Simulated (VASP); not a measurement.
These are r2SCAN meta-GGA, VASP's PBE PAW potentials (set 64) (plane waves; VASP) values and carry that method's errors.

VASP ran on this input.

### KPOINTS
```
Automatic mesh
0
Gamma
4 3 3
0 0 0
```

### INCAR
```
! general
SYSTEM  = CsPbCl3
PREC    = Accurate
ENCUT   = 400
LREAL   = .False.
LASPH   = .True.

! electronic loop
EDIFF   = 1E-6
NELM    = 100
ALGO    = Normal
LMAXMIX = 4
LMIXTAU = .True.

! smearing
ISMEAR  = 0
SIGMA   = 0.05

! functional
METAGGA = R2SCAN

! ions
IBRION  = 2
NSW     = 60
ISIF    = 3
EDIFFG  = -0.02

! output
LWAVE   = .False.
LCHARG  = .False.
```

POSCAR:
```
CsPbCl3
1.0
  5.7476014920   0.0000000000   0.0000000000
  0.0000000000   5.5642197286   5.5638219974
  0.0000000000  -5.5642197286   5.5638219974
Cs Pb Cl
2 2 6
Direct
  0.5000000000   0.5074951792   0.5074951792
  0.5000000000   0.0057266108   0.0057266108
  0.0000000000   0.5071373009   0.0073269138
  0.0000000000   0.0073269138   0.5071373009
  0.0000000000   0.1978505244   0.8164558609
  0.0000000000   0.8164558609   0.1978505244
  0.5000000000   0.0069764430   0.5078103009
  0.5000000000   0.5078103009   0.0069764430
  0.0000000000   0.6985578145   0.6985578145
  0.0000000000   0.3166830516   0.3166830516
```

POTCAR, in this order: Cs_sv Pb_d Cl (PBE.64 set). Program: vasp_std.

Output

### OUTCAR
```
 ion  position               nearest neighbor table
   1  0.500  0.507  0.507-
   2  0.500  0.006  0.006-
   3  0.000  0.507  0.007-   6 2.86  10 2.86   9 2.86   5 2.86   8 2.87   8 2.87
   4  0.000  0.007  0.507-   5 2.86  10 2.86   9 2.86   6 2.86   7 2.87   7 2.87
   5  0.000  0.198  0.816-   4 2.86   3 2.86
   6  0.000  0.816  0.198-   3 2.86   4 2.86
   7  0.500  0.007  0.508-   4 2.87   4 2.87
   8  0.500  0.508  0.007-   3 2.87   3 2.87
   9  0.000  0.699  0.699-   3 2.86   4 2.86
  10  0.000  0.317  0.317-   3 2.86   4 2.86
  LATTYP: Found a base centered orthorhombic cell.
 ALAT       =    11.1276439948
 B/A-ratio  =     1.0000714852
 C/A-ratio  =     0.5165155800
 Subroutine PRICEL returns:
 Original cell was already a primitive cell.
 Subroutine GETGRP returns: Found  4 space group operations
The static configuration has the point symmetry C_2v.
The dynamic configuration has the point symmetry C_2v.
 Subroutine INISYM returns: Found  4 space group operations
 Subroutine IBZKPT returns following result:
 Found     12 irreducible k-points:

 Following reciprocal coordinates:
            Coordinates               Weight
  0.000000  0.000000  0.000000      1.000000
  0.250000  0.000000  0.000000      2.000000
  0.500000  0.000000  0.000000      1.000000
  0.000000  0.333333  0.000000      4.000000
  0.250000  0.333333  0.000000      8.000000
  0.500000  0.333333  0.000000      4.000000
  0.000000  0.333333  0.333333      2.000000
  0.250000  0.333333  0.333333      4.000000
  0.500000  0.333333  0.333333      2.000000
  0.000000 -0.333333  0.333333      2.000000
  0.250000 -0.333333  0.333333      4.000000
  0.500000 -0.333333  0.333333      2.000000
   k-points           NKPTS =     12   k-points in BZ     NKDIM =     12   number of bands    NBANDS=     52
   number of dos      NEDOS =    301   number of ions     NIONS =     10
...
```

OSZICAR:
```
       N       E                     dE             d eps       ncg     rms          rms(c)
DAV:   1     0.605088673566E+03    0.60509E+03   -0.34046E+04  1256   0.128E+03
DAV:   2    -0.126682392355E+03   -0.73177E+03   -0.71112E+03  1520   0.338E+02
DAV:   3    -0.234854218335E+03   -0.10817E+03   -0.10677E+03  1616   0.152E+02
DAV:   4    -0.239134580735E+03   -0.42804E+01   -0.42696E+01  1632   0.383E+01
DAV:   5    -0.239285130568E+03   -0.15055E+00   -0.15049E+00  1652   0.634E+00    0.718E+00
DAV:   6    -0.226796207686E+03    0.12489E+02   -0.74125E+00  1712   0.290E+01    0.674E+00
DAV:   7    -0.216774333795E+03    0.10022E+02   -0.27853E+00  1328   0.859E+00    0.288E+00
DAV:   8    -0.216508781149E+03    0.26555E+00   -0.16360E+00  1680   0.713E+00    0.177E+00
DAV:   9    -0.216303401140E+03    0.20538E+00   -0.38643E-01  1344   0.380E+00    0.106E+00
DAV:  10    -0.216405980292E+03   -0.10258E+00   -0.15669E-01  1288   0.246E+00    0.390E-01
DAV:  11    -0.216268229735E+03    0.13775E+00   -0.32105E-01  1276   0.370E+00    0.255E-01
DAV:  12    -0.216369001470E+03   -0.10077E+00   -0.66463E-02  1272   0.160E+00    0.299E-01
DAV:  13    -0.216414606900E+03   -0.45605E-01   -0.65532E-03  1548   0.533E-01    0.163E-01
DAV:  14    -0.216449630519E+03   -0.35024E-01   -0.15795E-02  1292   0.861E-01    0.389E-02
DAV:  15    -0.216448732080E+03    0.89844E-03   -0.18786E-03  1456   0.288E-01    0.419E-02
DAV:  16    -0.216453826218E+03   -0.50941E-02   -0.17716E-03  1324   0.291E-01    0.300E-02
DAV:  17    -0.216453825052E+03    0.11659E-05   -0.79847E-05  1464   0.580E-02    0.326E-02
DAV:  18    -0.216453945214E+03   -0.12016E-03   -0.54665E-05  1600   0.610E-02    0.113E-02
DAV:  19    -0.216453929461E+03    0.15752E-04   -0.10506E-04  1680   0.653E-02    0.134E-02
DAV:  20    -0.216453927773E+03    0.16882E-05   -0.47809E-06  1432   0.119E-02    0.134E-02
DAV:  21    -0.216453925842E+03    0.19313E-05   -0.12564E-06   868   0.978E-03    0.826E-03
DAV:  22    -0.216453968492E+03   -0.42650E-04   -0.24657E-05  1444   0.318E-02    0.267E-03
DAV:  23    -0.216453970810E+03   -0.23182E-05   -0.13846E-06  1000   0.911E-03    0.126E-03
DAV:  24    -0.216453970664E+03    0.14587E-06   -0.76088E-07   848   0.656E-03
   1 F= -.21645397E+03 E0= -.21645397E+03  d E =-.216454E+03
```

### OUTCAR
```
------------------------ aborting loop because EDIFF is reached ----------------------------------------
  FORCE on cell =-STRESS in cart. coord.  units (eV):
  Direction    XX          YY          ZZ          XY          YZ          ZX
  --------------------------------------------------------------------------------------
  Total        0.1363038     -0.0801831     -0.0976184      0.0000000      0.0000000      0.0000000
  in kB        0.6136551     -0.3609934     -0.4394891      0.0000000      0.0000000      0.0000000
  external PRESSURE =      -0.0622758 kB  Pullay stress =       0.0000000 kB
  volume of cell :      355.87
      direct lattice vectors                 reciprocal lattice vectors
     5.747601492  0.000000000  0.000000000     0.173985618  0.000000000  0.000000000
     0.000000000  5.564219729  5.563821997     0.000000000  0.089859859  0.089866283
     0.000000000 -5.564219729  5.563821997     0.000000000 -0.089859859  0.089866283
 POSITION                                       TOTAL-FORCE (eV/Angst)
 -----------------------------------------------------------------------------------
      2.87380      0.00000      5.64723         0.000000     -0.000000     -0.000315
      2.87380      0.00000      0.06372         0.000000     -0.000000      0.001267
      0.00000      2.78105      2.86239         0.000000     -0.002506     -0.000722
      0.00000     -2.78105      2.86239         0.000000      0.002506     -0.000722
      0.00000     -3.44206      5.64342         0.000000      0.003801     -0.000659
      0.00000      3.44206      5.64342         0.000000     -0.003801     -0.000659
      2.87380     -2.78675      2.86418         0.000000      0.000880      0.001563
      2.87380      2.78675      2.86418         0.000000     -0.000880      0.001563
      0.00000      0.00000      7.77330         0.000000     -0.000000     -0.000491
      0.00000      0.00000      3.52394         0.000000     -0.000000     -0.000826
 -----------------------------------------------------------------------------------
    total drift:                               -0.000000      0.000004     -0.004188
  FREE ENERGIE OF THE ION-ELECTRON SYSTEM (eV)
  ---------------------------------------------------
  free  energy   TOTEN  =      -216.4539706642 eV

  energy  without entropy=     -216.4539706642  energy(sigma->0) =     -216.45397066

 reached required accuracy - stopping structural energy minimisation
```
(Selected blocks of OUTCAR.)

The structure comes from a computed database's CsPbCl3 entry (Amm2); how it stands against other phases isn't given here. It was relaxed first. The start is the result of an earlier pass.
